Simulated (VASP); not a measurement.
Given:

```
CELL_PARAMETERS angstrom
      2.75666     0.00000     0.00000
      0.00000     2.75666     0.00000
      0.00000     0.00000     3.64050
ATOMIC_POSITIONS crystal
  Cu 0.00000 0.00000 0.00000
  Au 0.50000 0.50000 0.50000
```

Method: PBEsol GGA, VASP's PBE PAW potentials (set 64) (plane waves; VASP). Numerical set-up: 500 eV cut-off, 13×13×10 Γ-centred mesh, first-order Methfessel-Paxton smearing of 0.10 eV, potentials Cu Au.

Energy and stress use the plane-wave basis of the starting cell.

Task: The ions, cell shape and volume at an external pressure of 10.0 GPa are relaxed. Predict the relaxed structure.

Result: 
```
CELL_PARAMETERS angstrom
      2.73755     0.00000     0.00000
      0.00000     2.73755     0.00000
      0.00000     0.00000     3.60662
ATOMIC_POSITIONS crystal
  Cu 0.00000 0.00000 0.00000
  Au 0.50000 0.50000 0.50000
```
Space group P4/mmm (123), at a tolerance of 0.03 Å.

Task: How do energy and volume change from the first to the last step?

Result: The energy (σ→0) changes by +15.0 meV/atom and the volume by -2.3 %, in 5 ionic steps.

The compound is CuAu in the L1_0 structure. This run relaxes it under an external pressure of 10 GPa. Symmetry was kept, so distortions that lower it aren't found.
